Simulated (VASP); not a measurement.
Calculation: PBEsol GGA, VASP's PBE PAW potentials (set 64) (plane waves; VASP 6.6.1).

The input files of a VASP run:

File POSCAR:
```
Mn
1
    3.8473513254    -0.0000000000    -0.0000000000
   -1.9236756627     3.3319041043     0.0000000000
   -0.0000000000     0.0000000000     2.4184629654
Mn
3
Direct
  0.0000000000   0.0000000000   0.0000000000
  0.3333330000   0.6666670000   0.5000000000
  0.6666670000   0.3333330000   0.5000000000
```

**INCAR**
```
ALGO = Normal
EDIFF = 1E-6
EDIFFG = -0.02
ENCUT = 400
GGA = PS
IBRION = 2
ISIF = 3
ISMEAR = 1
ISPIN = 2
LASPH = T
LCHARG = F
LMAXMIX = 4
LORBIT = 10
LREAL = F
LWAVE = F
MAGMOM = 3*4.0
NELM = 100
NSW = 60
PREC = Accurate
SIGMA = 0.1
SYSTEM = Mn
```

**KPOINTS**
```
kpoints
0
Gamma
 8 8 11
0 0 0
```

POTCAR, in this order: Mn_pv (PBE.64 set). Program: vasp_std.

Output

OSZICAR:
```
       N       E                     dE             d eps       ncg     rms          rms(c)
DAV:   1     0.385056244583E+03    0.38506E+03   -0.19115E+04  7581   0.161E+03
DAV:   2    -0.883529806651E+01   -0.39389E+03   -0.37768E+03  7000   0.460E+02
DAV:   3    -0.281343639830E+02   -0.19299E+02   -0.18845E+02  7320   0.120E+02
DAV:   4    -0.283696347234E+02   -0.23527E+00   -0.23519E+00  7625   0.136E+01
DAV:   5    -0.283745999096E+02   -0.49652E-02   -0.49651E-02  7495   0.195E+00    0.338E+01
DAV:   6    -0.284251613324E+02   -0.50561E-01   -0.17343E+01  7310   0.476E+01    0.139E+01
DAV:   7    -0.370336911443E+02   -0.86085E+01   -0.47523E+01  7512   0.659E+01    0.379E+01
DAV:   8    -0.289272673501E+02    0.81064E+01   -0.39240E+01  7391   0.308E+01    0.526E+00
DAV:   9    -0.290021966574E+02   -0.74929E-01   -0.33445E-01  7065   0.467E+00    0.205E+00
DAV:  10    -0.289939789240E+02    0.82177E-02   -0.28678E-02  7750   0.147E+00    0.134E+00
DAV:  11    -0.289912449117E+02    0.27340E-02   -0.10171E-02  7210   0.105E+00    0.414E-01
DAV:  12    -0.289915468961E+02   -0.30198E-03   -0.97998E-04  7665   0.336E-01    0.864E-02
DAV:  13    -0.289915500789E+02   -0.31828E-05   -0.11571E-04  7225   0.111E-01    0.436E-02
DAV:  14    -0.289915540604E+02   -0.39815E-05   -0.24317E-05  7372   0.494E-02    0.211E-02
DAV:  15    -0.289915559852E+02   -0.19248E-05   -0.10654E-05  6229   0.280E-02    0.915E-03
DAV:  16    -0.289915565379E+02   -0.55270E-06   -0.65199E-06  4035   0.188E-02
   1 F= -.28991557E+02 E0= -.28991305E+02  d E =-.289916E+02  mag=     0.0000
       N       E                     dE             d eps       ncg     rms          rms(c)
DAV:   1    -0.289930179096E+02   -0.14619E-02   -0.24524E-02  7270   0.153E+00    0.312E-01
DAV:   2    -0.289919329275E+02    0.10850E-02   -0.53454E-03  7330   0.870E-01    0.192E-01
DAV:   3    -0.289933456660E+02   -0.14127E-02   -0.11016E-02  7377   0.122E+00    0.566E-01
DAV:   4    -0.289916817533E+02    0.16639E-02   -0.65045E-03  7352   0.964E-01    0.397E-02
DAV:   5    -0.289916678651E+02    0.13888E-04   -0.11086E-04  7205   0.705E-02    0.130E-02
DAV:   6    -0.289916666929E+02    0.11722E-05   -0.62513E-06  6805   0.276E-02    0.530E-03
DAV:   7    -0.289916661709E+02    0.52195E-06   -0.97072E-07  3735   0.105E-02
   2 F= -.28991666E+02 E0= -.28991430E+02  d E =-.109633E-03  mag=     0.0001
```

OUTCAR:
```
------------------------ aborting loop because EDIFF is reached ----------------------------------------
  FORCE on cell =-STRESS in cart. coord.  units (eV):
  Direction    XX          YY          ZZ          XY          YZ          ZX
  --------------------------------------------------------------------------------------
  Total        0.0307855      0.0307855      0.0523737      0.0000000      0.0000000     -0.0000000
  in kB        1.5925861      1.5925862      2.7093792      0.0000000      0.0000000     -0.0000000
  external PRESSURE =       1.9648505 kB  Pullay stress =       0.0000000 kB
  volume of cell :       30.97
      direct lattice vectors                 reciprocal lattice vectors
     3.847646657  0.000000000  0.000000000     0.259899125  0.150052824 -0.000000000
    -1.923823328  3.332159869 -0.000000000     0.000000000  0.300105649 -0.000000000
     0.000000000  0.000000000  2.415644698     0.000000000  0.000000000  0.413968164
 POSITION                                       TOTAL-FORCE (eV/Angst)
 -----------------------------------------------------------------------------------
      0.00000      0.00000      0.00000         0.000000     -0.000000      0.000000
     -0.00000      2.22144      1.20782        -0.000000      0.000000      0.000000
      1.92383      1.11072      1.20782         0.000000      0.000000      0.000000
 -----------------------------------------------------------------------------------
    total drift:                                0.000000      0.000000      0.000000
  FREE ENERGIE OF THE ION-ELECTRON SYSTEM (eV)
  ---------------------------------------------------
  free  energy   TOTEN  =       -28.9916661709 eV

  energy  without entropy=      -28.9909569726  energy(sigma->0) =      -28.99142977

 total charge

# of ion       s       p       d       tot
------------------------------------------
    1        0.421   6.417   5.184  12.022
    2        0.453   6.439   5.249  12.140
    3        0.453   6.439   5.249  12.140
--------------------------------------------------
tot          1.327  19.294  15.681  36.303

 magnetization (x)

# of ion       s       p       d       tot
------------------------------------------
    1        0.000   0.000   0.000   0.000
    2       -0.000  -0.000  -0.000  -0.000
    3       -0.000  -0.000  -0.000  -0.000
--------------------------------------------------
tot         -0.000  -0.000   0.000   0.000

 reached required accuracy - stopping structural energy minimisation
```
(Selected blocks of OUTCAR.)

CONTCAR:
```
Mn
   1.00000000000000
     3.8476466568175489    0.0000000000000000    0.0000000000000000
    -1.9238233284087745    3.3321598688375880   -0.0000000000000000
     0.0000000000000000    0.0000000000000000    2.4156446976657304
  Mn
     3
Direct
     0.0000000000000000    0.0000000000000000    0.0000000000000000
     0.3333330000000032    0.6666669999999968    0.5000000000000000
     0.6666669999999968    0.3333330000000032    0.5000000000000000
```

The moments were started parallel, and other spin orders were not tried in this run.

The structure was generated: Mn was put into the omega type (P6/mmm), which need not be its known phase. This run relaxes it. Symmetry was kept, so distortions that lower it aren't found. The start is the result of an earlier pass.
